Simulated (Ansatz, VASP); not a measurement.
**Cross-check of CO2 between VASP and Ansatz**

Aim: how closely do two programs agree when they are given the same cell, functional and k mesh? The cell is taken from a series of VASP runs on this material, whose earlier steps may have relaxed, scaled or displaced it; both programs get it as it stands.

Calculated with Ansatz 0.2.0; plane waves, with VASP 6.6.1 beside it; relaxation of cell and atoms at r2SCAN.

## Step 1: The starting structure

The structure is tetragonal, space group I-42d (No. 122). Conventional cell: a = 3.925 Å, b = 3.925 Å, c = 5.938 Å, α = 90.00°, β = 90.00°, γ = 90.00°. C has 4 O at 1.39 Å nearest. O has 2 C at 1.39 Å nearest. Farther neighbours and most contacts between anions are not listed.

## Step 2: VASP: relaxation of cell and atoms, r2SCAN

The relaxed volume is the usual yardstick between codes: its relative difference is about their pressure difference at one cell divided by the bulk modulus.

Lines of VASP's logs that name or quote its potential files are left out, and so is its time.

Contents of INCAR:

```
SYSTEM = CO2
PREC = Accurate
ENCUT = 520
EDIFF = 1E-06
NELM = 100
ISMEAR = 0
SIGMA = 0.05
LREAL = .FALSE.
ALGO = Normal
METAGGA = R2SCAN
LASPH = .TRUE.
NBANDS = 22
LORBIT = 11
LWAVE = .FALSE.
LCHARG = .FALSE.
KPAR = 4
IBRION = 2
NSW = 60
ISIF = 3
EDIFFG = -0.01
```

Contents of POSCAR:

```
CO2
1.0
   -1.9623648608      1.9623648608      2.9687999778
    1.9623648608     -1.9623648608      2.9687999778
    1.9623648608      1.9623648608     -2.9687999778
C O
2 4
Direct
    0.7500000000      0.2500000000      0.5000000000
    0.0000000000      0.0000000000      0.0000000000
    0.7078022144      0.1250000000      0.0828022144
    0.0421977856      0.6250000000      0.9171977856
    0.3750000000      0.2921977856      0.4171977856
    0.8750000000      0.9578022144      0.5828022144
```

Contents of KPOINTS:

```
Automatic mesh
0
Gamma
8 8 8
0 0 0
```

The projector-augmented-wave data sets are C and O (PBE family, release 64).

Launch:

```console
$ mpirun -np 4 vasp_std
```

Numbers of over 12 decimals in the logs are rounded to 6 here.

The log of the run:

```text
[banner, memory and clock lines left out]
running    4 mpi-ranks, on    1 nodes
 distrk:  each k-point on    1 cores,    4 groups
 distr:  one band on    1 cores,    1 groups

 POSCAR found type information on POSCAR C O
 POSCAR found :  2 types and       6 ions
|                                                                             |
|               ----> ADVICE to this user running VASP <----                  |
|                                                                             |
|     You enforced a specific xc type in the INCAR file but a different       |
|     [... a line on the potential file left out ...]
|     I HOPE YOU KNOW WHAT YOU ARE DOING!                                     |
|                                                                             |

 LDA part: xc-table for (None), standard interpolation
 POSCAR, INCAR and KPOINTS ok, starting setup
 FFT: planning ... GRIDC
 FFT: planning ... GRID_SOFT
 FFT: planning ... GRID
 WAVECAR not read
 entering main loop
       N       E                     dE             d eps       ncg     rms          rms(c)
DAV:   1     0.159430542260E+03    0.15943E+03   -0.19343E+04  2596   0.148E+03
DAV:   2    -0.554799914781E+02   -0.21491E+03   -0.20793E+03  3444   0.330E+02
DAV:   3    -0.635882356399E+02   -0.81082E+01   -0.80738E+01  3304   0.659E+01
DAV:   4    -0.636614392345E+02   -0.73204E-01   -0.73127E-01  3176   0.697E+00
DAV:   5    -0.636625073898E+02   -0.10682E-02   -0.10678E-02  3298   0.801E-01    0.121E+01
DAV:   6    -0.492109594705E+02    0.14452E+02   -0.46090E+00  3280   0.170E+01    0.562E+00
DAV:   7    -0.493230457262E+02   -0.11209E+00   -0.12832E+00  3184   0.875E+00    0.292E+00
DAV:   8    -0.493727993450E+02   -0.49754E-01   -0.10075E-01  2932   0.298E+00    0.852E-01
DAV:   9    -0.493694695218E+02    0.33298E-02   -0.41844E-02  3196   0.170E+00    0.181E-01
DAV:  10    -0.493697222795E+02   -0.25276E-03   -0.31241E-03  3166   0.451E-01    0.106E-01
DAV:  11    -0.493696538621E+02    0.68417E-04   -0.30770E-04  3136   0.156E-01    0.272E-02
DAV:  12    -0.493696530183E+02    0.84382E-06   -0.49581E-05  3190   0.554E-02    0.741E-03
DAV:  13    -0.493696535486E+02   -0.53030E-06   -0.25965E-06  2712   0.143E-02
   1 F= -.49369654E+02 E0= -.49369654E+02  d E =-.493697E+02
 curvature:   0.00 expect dE= 0.000E+00 dE for cont linesearch  0.000E+00
 trial: gam= 0.00000 g(F)=  0.296E-05 g(S)=  0.380E-04 ort = 0.000E+00 (trialstep = 0.100E+01)
 search vector abs. value=  0.410E-04
 reached required accuracy - stopping structural energy minimisation
```

From OUTCAR (step 2):

```text
ion  position               nearest neighbor table
   1  0.750  0.250  0.500-   3 1.39   4 1.39   5 1.39   6 1.39
   2  0.000  0.000  0.000-   3 1.39   4 1.39   5 1.39   6 1.39
   3  0.708  0.125  0.083-   1 1.39   2 1.39
   4  0.042  0.625  0.917-   1 1.39   2 1.39
   5  0.375  0.292  0.417-   1 1.39   2 1.39
   6  0.875  0.958  0.583-   1 1.39   2 1.39

  LATTYP: Found a body centered tetragonal cell.
 ALAT       =     3.9247297216
 C/A-ratio  =     1.5128684971

 Subroutine GETGRP returns: Found  8 space group operations
 (whereof  4 operations were pure point group operations)

The static configuration has the point symmetry S_4 .
 The point group associated with its full space group is D_2d.

 Found     59 irreducible k-points:

   k-points           NKPTS =     59   k-points in BZ     NKDIM =     59   number of bands    NBANDS=     22

   dimension x,y,z NGX =    30 NGY =   30 NGZ =   30
   dimension x,y,z NGXF=    60 NGYF=   60 NGZF=   60

   ENCUT  =  520.0 eV  38.22 Ry    6.18 a.u.   7.56  7.56  7.56*2*pi/ulx,y,z

   NELECT =      32.0000    total number of electrons

 k-points in reciprocal lattice and weights: Automatic mesh
   0.00000000  0.00000000  0.00000000       0.002
   0.12500000  0.00000000 -0.00000000       0.016
   0.25000000  0.00000000 -0.00000000       0.016
   0.37500000  0.00000000  0.00000000       0.016
   0.50000000  0.00000000 -0.00000000       0.008
   0.12500000  0.12500000 -0.00000000       0.016
   0.25000000  0.12500000 -0.00000000       0.031
   0.37500000  0.12500000  0.00000000       0.031
   0.50000000  0.12500000  0.00000000       0.031
[...]
-0.37500000 -0.37500000  0.37500000       0.004
   0.50000000  0.50000000  0.50000000       0.002

 average (electrostatic) potential at core
       1 -57.1793       2 -57.1793       3 -76.2507       4 -76.2507       5 -76.2507
       6 -76.2507

 E-fermi :   2.1883

 k-point     1 :       0.0000    0.0000    0.0000
  band No.  band energies     occupation
    ...
     12       0.6282      2.00000
     13       0.6282      2.00000
     14       1.0932      2.00000
     15       1.0932      2.00000
     16       1.5382      2.00000
     17      10.3721      0.00000
     18      12.0587      0.00000
     19      12.2419      0.00000
     20      12.2419      0.00000
     21      15.3115      0.00000
    ...

 k-point     2 :       0.1250    0.0000   -0.0000
  band No.  band energies     occupation
    ...
     12       0.4641      2.00000
     13       0.6884      2.00000
     14       0.8674      2.00000
     15       1.0923      2.00000
     16       1.4193      2.00000
     17      10.5621      0.00000
     18      12.1600      0.00000
     19      12.2277      0.00000
     20      12.4664      0.00000
     21      15.0693      0.00000
    ...

 k-point     3 :       0.2500    0.0000   -0.0000
  band No.  band energies     occupation
    ...
     12      -0.3954      2.00000
     13       0.3400      2.00000
     14       1.0081      2.00000
     15       1.1113      2.00000
     16       1.4870      2.00000
     17      10.9117      0.00000
     18      12.2174      0.00000
     19      12.2330      0.00000
     20      13.0380      0.00000
     21      14.8714      0.00000
    ...

  Total       -0.0327607     -0.0327607      0.0508355      0.0000000      0.0000000      0.0000000
  in kB       -1.1477922     -1.1477922      1.7810557      0.0000000      0.0000000      0.0000000
  external PRESSURE =      -0.1715095 kB  Pullay stress =       0.0000000 kB

  energy-cutoff  :      520.00
  volume of cell :       45.73
      direct lattice vectors                 reciprocal lattice vectors
    -1.962364861  1.962364861  2.968799978     0.000000000  0.254794615  0.168418217
     1.962364861 -1.962364861  2.968799978     0.254794615  0.000000000  0.168418217
     1.962364861  1.962364861 -2.968799978     0.254794615  0.254794615  0.000000000

 POSITION                                       TOTAL-FORCE (eV/Angst)
 -----------------------------------------------------------------------------------
      0.00000      1.96236      1.48440        -0.000000      0.000000      0.000000
      0.00000      0.00000      0.00000        -0.000000      0.000000      0.000000
     -0.98118      1.30616      2.22660        -0.000000     -0.003917     -0.000000
      2.94355      0.65621     -0.74220        -0.000000      0.003917      0.000000
      0.65621      0.98118      0.74220         0.003917      0.000000      0.000000
      1.30616      0.98118      3.71100        -0.003917      0.000000     -0.000000
 -----------------------------------------------------------------------------------
    total drift:                                0.000003      0.000003      0.000003

  FREE ENERGIE OF THE ION-ELECTRON SYSTEM (eV)
  ---------------------------------------------------
  free  energy   TOTEN  =       -49.3696535486 eV

  energy  without entropy=      -49.3696535486  energy(sigma->0) =      -49.36965355

 reached required accuracy - stopping structural energy minimisation

 total charge
# of ion       s       p       d       tot
------------------------------------------
    1        0.799   1.547   0.000   2.346
    2        0.799   1.547   0.000   2.346
    3        1.575   3.649   0.000   5.223
    4        1.575   3.649   0.000   5.223
    5        1.575   3.649   0.000   5.223
    6        1.575   3.649   0.000   5.223
--------------------------------------------------
tot          7.897  17.689   0.000  25.585

[... 3 further parts left out ...]
```

CONTCAR:

```
CO2
   1.00000000000000
    -1.9623648607999999    1.9623648607999999    2.9687999777999998
     1.9623648607999999   -1.9623648607999999    2.9687999777999998
     1.9623648607999999    1.9623648607999999   -2.9687999777999998
  C               O
     2     4
Direct
     0.7500000000000000    0.2500000000000000    0.5000000000000000
     0.0000000000000000    0.0000000000000000    0.0000000000000000
     0.7078022143999974    0.1250000000000000    0.0828022143999974
     0.0421977856000026    0.6250000000000000    0.9171977856000026
     0.3750000000000000    0.2921977856000026    0.4171977856000026
     0.8750000000000000    0.9578022143999974    0.5828022143999974
```

The run keeps the 8 symmetry operations of its start, so it cannot find a distortion of lower symmetry.

## Step 3: Ansatz: relaxation of cell and atoms, r2SCAN

Ansatz runs on its default PAW (the set named soft_2) files.

The same cell, functional, mesh and smearing now go to Ansatz, which takes its cutoff from its data sets.

Contents of input.yaml:

```yaml
crystal:
  lattice:
    - [-1.9623648608, 1.9623648608, 2.9687999778]
    - [1.9623648608, -1.9623648608, 2.9687999778]
    - [1.9623648608, 1.9623648608, -2.9687999778]
  atoms:
    - { symbol: C, position: [0.75, 0.25, 0.5] }
    - { symbol: C, position: [0.0, 0.0, 0.0] }
    - { symbol: O, position: [0.7078022144, 0.125, 0.0828022144] }
    - { symbol: O, position: [0.0421977856, 0.625, 0.9171977856] }
    - { symbol: O, position: [0.375, 0.2921977856, 0.4171977856] }
    - { symbol: O, position: [0.875, 0.9578022144, 0.5828022144] }
hamiltonian:
  xc: r2scan
  pseudopotentials: { kind: paw }
kpoints:
  mp_grid: { grid: [8, 8, 8] }
scf:
  occupations: { method: gaussian, width: 0.05 }
relax:
  f_tol: 0.01
  max_steps: 60
  cell: { stress_tol: 0.05 }
output:
  forces: true
  stress: true
```

Launch:

```console
$ ansatz run input.yaml --threads 4 --pin off --max-ram 9216MiB --backend cpu --events-out ev --progress --plain --runs-dir out
```

The log of the run:

```text
Engine: ansatz 0.2.0, aarch64-unknown-linux-gnu
Pseudopotentials: kind: paw
Pseudopotential: C, paw, valence charge 4, recommended cutoff 500 eV (meta_gga), C.paw.azcp
Pseudopotential: O, paw, valence charge 6, recommended cutoff 500 eV (meta_gga), O.paw.azcp
Functional definition: r2SCAN
  parameter k0 = 0.174
  parameter k1 = 0.065
  parameter a1 = 4.9479
  exchange = r2scan_x(k0 = k0, k1 = k1, a1 = a1)
  correlation = r2scan_c
Crystal: 6 atoms, lattice volume = 45.730 Å³
Basis set: ecut = 500 eV, 1147 PW (Γ), exchange–correlation on 120×120×120 points (64 copies of the dense FFT grid, shifted against one another)
Bands: 22, of which v1, the nominal top of the filled ones, is band 16 counted from 1 (15 counted from 0)
Symmetry: 8 space group operations
Space group: I-42d (ITA 122), of the structure as read, at distance tolerance 3.6e-5 Å
k-points: 59 of 512 (time reversal used)
Non-local potential: C, projectors of the file, l = 0: 2, l = 1: 2, l = 2: 1
Non-local potential: O, projectors of the file, l = 0: 2, l = 1: 2, l = 2: 1
PAW form: soft (Blöchl's): semilocal exchange-correlation on the pseudo side does not see the compensation charge
PAW frozen core: C, regenerated for the run's functional (the file was generated under x = pbe(κ = 0.804, μ = 0.219515), c = pbe(β = 0.066725))
PAW frozen core: O, regenerated for the run's functional (the file was generated under x = pbe(κ = 0.804, μ = 0.219515), c = pbe(β = 0.066725))
PAW one-centre angular grid: C, 302 points (default); XC on 239 of its mesh's 2573 points in the sphere
PAW one-centre angular grid: O, 302 points (default); XC on 160 Gauss nodes
Initial density: superposition of atomic densities (neutral atoms: chi_scale 0, normalization atom), corrected by the library's trained network
Initial wavefunctions: pseudopotential atomic-orbital guess
Functional: x = r2scan, c = r2scan; τ floored in thin density (d = 2e-4 eV/Å³)
SCF iter   1: F=—  HF=-2772.875917 eV  |F-HF|=—  |Δ(HF+E_count)|=         —  Δρ=1.71e-2  dr2=1.07e-1  dr2_τ=7.00e-1  ethr=1.77e-3  ⟨swp⟩=6.1  Hψ=5949  notcnv=0
preconditioner: auto → none  [insulator: Δε(μ)=8.699 eV  Ē_g=20.521 eV  σ=0.050 eV  W_gap=1.00  n_scr=14 (ndim 8)  ℏωp=31.1 eV  f_vac=0.030  D(μ)=0.00/eV (n_scr^D=0)  ε∞_Penn≈3.3]
SCF iter   2: F=—  HF=-2772.981674 eV  |F-HF|=—  |Δ(HF+E_count)|=   1.06e-1  Δρ=7.40e-3  dr2=6.78e-3  dr2_τ=5.01e-3  ethr=3.36e-4  ⟨swp⟩=2.2  Hψ=2862  notcnv=0  defer=116
SCF iter   3: F=—  HF=-2772.981319 eV  |F-HF|=—  |Δ(HF+E_count)|=   3.55e-4  Δρ=3.11e-3  dr2=1.17e-3  dr2_τ=1.78e-4  ethr=2.12e-5  ⟨swp⟩=2.0  Hψ=2065  notcnv=0  defer=57
automatic band count: iteration 3 solves 21 bands in place of 22: the levels show a gap, and the empty bands left out lie too high to hold charge; the band table lists the bands solved (type scf.n_extra_bands for more)
SCF iter   4: F=—  HF=-2772.981583 eV  |F-HF|=—  |Δ(HF+E_count)|=   2.64e-4  Δρ=1.17e-3  dr2=1.58e-4  dr2_τ=2.32e-5  ethr=3.66e-6  ⟨swp⟩=1.6  Hψ=1516  notcnv=0  defer=57
SCF iter   5: F=—  HF=-2772.981609 eV  |F-HF|=—  |Δ(HF+E_count)|=   2.56e-5  Δρ=1.90e-4  dr2=4.14e-6  dr2_τ=6.46e-7  ethr=4.95e-7  ⟨swp⟩=2.3  Hψ=2154  notcnv=0  defer=57
SCF iter   6: F=—  HF=-2772.981608 eV  |F-HF|=—  |Δ(HF+E_count)|=   7.08e-7  Δρ=2.10e-5  dr2=4.49e-8  dr2_τ=9.28e-9  ethr=3.13e-10  ⟨swp⟩=3.5  Hψ=5773  notcnv=0
SCF iter   7: F=-2772.981608 eV  HF=-2772.981608 eV  |F-HF|=4.46e-11  |Δ(HF+E_count)|=   3.08e-8  Δρ=1.56e-6  dr2=5.24e-10  dr2_τ=7.53e-11  ethr=1.40e-10  ⟨swp⟩=2.9  Hψ=4406  notcnv=0
SCF 1 converged in 7 iterations: F = -2772.981608 eV  dr2 = 5.24e-10
  greatest PAW one-centre occupation: 0.873 electrons in one spin orbital (limit 2), on the O atom at site 5 (counted from 0), in its partial waves of l = 0
relax step   1: F+E_penalty+E_count = -2772.98160806 eV  Δ(F+E_penalty+E_count) = +0.000e0 eV  max|allowed force component| = 1.247e-1 eV/Å  Δτ_max = 0.0000 Å  P = -2.249 GPa  Ω = 45.730 Å³  (7 SCF iters, dr2 threshold 1.00e-7 eV, accepted)
[...]
relax step   2: F+E_penalty+E_count = -2772.98417692 eV  Δ(F+E_penalty+E_count) = -2.569e-3 eV  max|allowed force component| = 6.690e-2 eV/Å  Δτ_max = 0.0016 Å  P = -0.871 GPa  Ω = 45.456 Å³  energy of the carried Pulay correction = +3.121e-4 eV  (4 SCF iters, dr2 threshold 6.00e-7 eV, accepted)
[...]
relax step   3: F+E_penalty+E_count = -2772.98477287 eV  Δ(F+E_penalty+E_count) = -5.960e-4 eV  max|allowed force component| = 1.314e-2 eV/Å  Δτ_max = 0.0002 Å  P = -0.016 GPa  Ω = 45.330 Å³  energy of the carried Pulay correction = +4.560e-4 eV  (4 SCF iters, dr2 threshold 6.00e-7 eV, accepted)
[...]
relax step   4: F+E_penalty+E_count = -2772.98477138 eV  Δ(F+E_penalty+E_count) = +1.497e-6 eV  max|allowed force component| = 8.287e-4 eV/Å  Δτ_max = 0.0008 Å  P = +0.025 GPa  Ω = 45.350 Å³  energy of the carried Pulay correction = +4.333e-4 eV  (4 SCF iters, dr2 threshold 1.14e-8 eV, accepted)
[...]
relax step   5: F+E_penalty+E_count = -2772.98429478 eV  Δ(F+E_penalty+E_count) = +4.766e-4 eV  max|allowed force component| = 8.825e-4 eV/Å  Δτ_max = 0.0000 Å  P = +0.036 GPa  Ω = 45.350 Å³  stress off target by 5.67e-2 GPa  SCF on the basis re-selected at this cell (its energy is not comparable with the rows above)  (5 SCF iters)
[...]
relax step   6: F+E_penalty+E_count = -2772.98428823 eV  Δ(F+E_penalty+E_count) = +6.550e-6 eV  max|allowed force component| = 2.968e-4 eV/Å  Δτ_max = 0.0001 Å  P = +0.007 GPa  Ω = 45.356 Å³  energy of the carried Pulay correction = -7.370e-6 eV  (3 SCF iters, dr2 threshold 8.05e-9 eV, accepted)
[...]
relax step   7: F+E_penalty+E_count = -2772.98429501 eV  Δ(F+E_penalty+E_count) = -6.782e-6 eV  max|allowed force component| = 2.505e-4 eV/Å  Δτ_max = 0.0000 Å  P = +0.007 GPa  Ω = 45.356 Å³  stress off target by 2.37e-2 GPa  SCF on the basis re-selected at this cell (its energy is not comparable with the rows above)  (4 SCF iters)
basis re-selected at this cell: Δ(F+E_penalty+E_count) = -6.782e-6 eV, ΔP = -0.000 GPa vs the last step (what re-selecting the basis moved, of the pressure what is left beyond the Pulay correction that the steps carried, after the strain that the cell walked since its last selection, with what the two solves' SCF thresholds leave and, on support functions, any second-order correction that the steps lacked; it is no m [...]
SCF converged after 4 iterations
Free energy (F): -2772.984295 eV
Harris-Foulkes:  -2772.984295 eV  (|F-HF|=6.37e-12)
Internal energy: -2772.984295 eV  (E = F + TS)
E sigma→0 (E₀):  -2772.984295 eV
Fermi energy:    9.252433 eV
--- Per-component energies (eV) ---
  E_band       = -130.393376
  E_kinetic    = 887.795891
  E_local      = -1734.194653  (includes V_loc(G=0)·N_el)
  E_nonlocal   = 241.518322
  E_hartree    = 576.072383
  E_xc         = -384.174339
  E_vxc        = -549.339962  (∫ρ·V_xc dr)
  E_paw        = -842.972847  (= ΣΔE_a)
  E_vpaw       = -163.056355  (= ΣTr[D̂ρ^β])
  E_aug_tail   = 0.004429  (compensation charges beyond the density's cutoff)
  E_vtau       = 34.734126  (kinetic-family band-sum trace: ∫τ·v_τ [+ j·A + Jᵃ·Aᵃ] dr)
  E_ewald      = -1516.856169
  E_core_change = -0.177311  (= ΣΔE_core)
  E_smearing   = -0.000000  (= −TS)
  E_closure    = -0.000000  (closes the sum)
  Σ components = -2772.984295   (vs F -2772.984295, Δ=0.00e0)
--- Forces (eV/Å), atoms counted from 1 ---
  atom   1  C     -0.00000000    -0.00000000     0.00000000
  atom   2  C     -0.00000000    -0.00000000     0.00000000
  atom   3  O      0.00000000    -0.00025051    -0.00000000
  atom   4  O      0.00000000     0.00025051     0.00000000
  atom   5  O      0.00025051     0.00000000     0.00000000
  atom   6  O     -0.00025051    -0.00000000     0.00000000
  max |Σ_I F_I| component: 1.98e-16 eV/Å
--- Stress (GPa, compression-positive) ---
       -0.001281      -0.000000      -0.000000
       -0.000000      -0.001281       0.000000
       -0.000000       0.000000       0.023669
  P = ⅓ Tr σ = 0.0070 GPa (0.070 kbar)
--- Relaxed structure (5 steps of the walk, 5 accepted, 2 SCFs on fresh bases) ---
  F+E_penalty+E_count = -2772.98429501 eV   max|allowed force component| = 2.505e-4 eV/Å   (the final SCF, on the basis selected at the relaxed cell)
  cell:  # Å, volume = 45.3565 Å³
    - [-1.954928, 1.954928, 2.966999]
    - [1.954928, -1.954928, 2.966999]
    - [1.954928, 1.954928, -2.966999]
  atoms:
    - { symbol: C, position: [0.750000, 0.250000, 0.500000] }
    - { symbol: C, position: [0, 0, 0] }
    - { symbol: O, position: [0.707663, 0.125, 0.082663] }
    - { symbol: O, position: [0.042337, 0.625, 0.917337] }
    - { symbol: O, position: [0.375, 0.292337, 0.417337] }
    - { symbol: O, position: [0.875000, 0.957663, 0.582663] }
```

Run time: 29 s. Hardware: 4 threads of Arm Neoverse N1, shared host; peak memory 0.51 GiB; 1.9 min of CPU time.

## Step 4: Differences

Known differences besides the potentials themselves: VASP keeps PBE cores, Ansatz makes them for the functional; both relaxations stop at a tolerance, which leaves soft axes loose, and VASP keeps its plane-wave basis; the cutoff is 500 eV in Ansatz and 520 eV in VASP; Ansatz adds a Pulay correction to the stress that steers its cell, VASP none. Total energies have different zeros and are not compared.

Both answers:

| quantity | Ansatz | VASP | difference |
| --- | --- | --- | --- |
| volume (Å³) | 45.36 | 45.73 | -0.82 % |
| edge a after relaxation, in the typed setting (Å) | 4.055 | 4.064 | -0.21 % |

The walks stopped with 0.01 GPa left in Ansatz and -0.02 GPa in VASP; each walk ends within a tolerance, so the volume difference is uncertain by about these residues over the bulk modulus, most in soft cells.

## Step 5: Outcome

| Item | Value |
| --- | --- |
| difference in volume (relaxation of cell and atoms, r2SCAN) | -0.82 % |

What this shows: The difference in volume is -0.82 % (relaxation of cell and atoms, r2SCAN), within the 1.2 % picked in this series as the mark of a large difference, as far as the stopping tolerances let one tell. Such differences can come from data sets, numerical settings and the points named under the comparisons, not from the functional's error against experiment.

[Lines on the potential files, build, host, timing and source positions are cut from VASP's logs without a mark.]

[Logs are printed without paths, hosts, clocks, repeated set-up lines and the standing remarks that a program may print on its own settings, such as how far it seeks lower states.]

[Hosts, paths, dates, database ids (printed as entryN), source tags and the programs' standing remarks are cut or masked in the printed files.]
